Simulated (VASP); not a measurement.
Input:

```
BeTe
1.0
    0.00000     2.83436     2.83436
    2.83436     0.00000     2.83436
    2.83436     2.83436     0.00000
Be Te
1 1
Cartesian
  0.00000   0.00000   0.00000
  1.41718   1.41718   1.41718
```

Level of theory: PBE GGA, VASP's PBE PAW potentials (set 64) (plane waves; VASP). Run with 520 eV cut-off, Gaussian smearing of 0.050 eV, potentials Be Te.

Unless said otherwise, spin-orbit coupling is left out, though it shifts the bands of the heavy elements here.

### Question
Give the energies of bands 2 to 7 at the high-symmetry points, in eV from the valence-band maximum.

### Answer

| band | Γ | X | U | L | W |
|---|---|---|---|---|---|
| 2 | 0.00 | -5.01 | -4.67 | -5.42 | -4.50 |
| 3 | 0.00 | -2.57 | -3.77 | -1.10 | -3.59 |
| 4 | 0.00 | -2.57 | -2.17 | -1.10 | -3.11 |
| 5 | 3.63 | 2.02 | 2.73 | 3.02 | 5.28 |
| 6 | 3.63 | 2.69 | 5.25 | 4.60 | 5.51 |
| 7 | 3.63 | 9.58 | 7.81 | 4.60 | 5.56 |

The gap is indirect, 2.02 eV, from the valence maximum at Γ to the conduction minimum at X.

Measured: gap 2.80 eV (computed value off by -0.78 eV), as given by Das et al., (2018), arXiv:1807.05623.

The compound is BeTe in the zinc blende structure. It was relaxed first.
